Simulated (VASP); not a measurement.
Consider the following.

```xyz
1
Lattice="-1.8899 1.8899 1.8899 1.8899 -1.8899 1.8899 1.8899 1.8899 -1.8899" Properties=species:S:1:pos:R:3 pbc="T T T"
Sn     0.0000     0.0000     0.0000
```

All values below come from PBEsol GGA, VASP's PBE PAW potentials (set 64) (plane waves; VASP). Settings: 300 eV cut-off, 10×10×10 Γ-centred mesh, Gaussian smearing of 0.27 eV, potentials Sn_d.

Q: Give the energies of bands 6 to 10 at the high-symmetry points, in eV from the Fermi level.

A: 
```csv
band,Γ,H,N,P
6,-11.12,-2.43,-6.40,-5.12
7,8.04,-0.46,-4.43,-1.44
8,8.04,-0.46,3.65,-1.44
9,8.04,-0.46,5.49,-1.44
10,12.17,3.87,8.03,18.00
```

It has no gap at this level: it comes out as a metal or semimetal.

The structure was generated: Sn was put into an ordered model structure, which need not be its known phase. The cell was not relaxed at this level.
